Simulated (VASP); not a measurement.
These are rev-vdW-DF2, VASP's PBE PAW potentials (set 64) (plane waves; VASP 6.6.1) values and carry that method's errors.

VASP ran on this input.

**POSCAR**
```
SrTiO3
1
    3.8773803587     0.0000000000     0.0000000000
    0.0000000000     3.8773803587     0.0000000000
    0.0000000000     0.0000000000     3.8773803587
Sr Ti O
1 1 3
Direct
  0.0000000000   0.0000000000   0.0000000000
  0.5000000000   0.5000000000   0.5000000000
  0.5000000000   0.0000000000   0.5000000000
  0.0000000000   0.5000000000   0.5000000000
  0.5000000000   0.5000000000   0.0000000000
```

**INCAR**
```
ZAB_VDW = -1.8867
LWAVE = .False.
ISIF = 2   # forces and stress, cell fixed
LMAXMIX = 4
PARAM2 = 0.7114
LASPH = .True.   # aspherical one-centre terms
ENCUT = 520
NELM = 100   # most electronic steps
SIGMA = 0.05   # width (eV)
LREAL = .False.   # projection in real space or not
GGA = MK
PREC = Accurate
AGGAC = 0.0
EDIFF = 1E-7   # SCF stop (eV)
ALGO = Normal
SYSTEM = SrTiO3
PARAM1 = 0.1234568
LUSE_VDW = .True.
LCHARG = .False.
ISMEAR = 0   # Gaussian
```

File KPOINTS:
```
Automatic mesh
0
Gamma
6 6 6
0 0 0
```

POTCAR, in this order: Sr_sv Ti_sv O (PBE.64 set). Program: vasp_std.

Q: What does the run give for the energy per atom (σ→0), pressure, band gap (on the k-mesh)?

A: 
| Property | Result |
|---|---|
| energy per atom (σ→0) | -619.5 kJ/mol of atoms |
| band gap (on the k-mesh) | 1.88 eV |
| pressure | 5.84 GPa |

**OSZICAR**
```
...
DAV:  12    -0.321013465285E+02    0.31799E-03   -0.28514E-03  1216   0.615E-01    0.737E-02
DAV:  13    -0.321013433286E+02    0.31999E-05   -0.24061E-04  1320   0.129E-01    0.476E-02
DAV:  14    -0.321013373404E+02    0.59881E-05   -0.69705E-05  1384   0.508E-02    0.143E-02
DAV:  15    -0.321013352356E+02    0.21049E-05   -0.13705E-05  1328   0.364E-02    0.439E-03
DAV:  16    -0.321013353583E+02   -0.12272E-06   -0.15705E-06  1320   0.110E-02    0.527E-03
DAV:  17    -0.321013350644E+02    0.29394E-06   -0.89091E-07  1200   0.132E-02    0.103E-03
DAV:  18    -0.321013350790E+02   -0.14647E-07   -0.58466E-08   536   0.186E-03
   1 F= -.32101335E+02 E0= -.32101335E+02  d E =-.624783E-14
```

The compound is SrTiO3 in the cubic perovskite structure, the ideal cubic form; the compound distorts at low or room temperature. This cell is one point of a volume scan, at 0.97 of the reference volume.
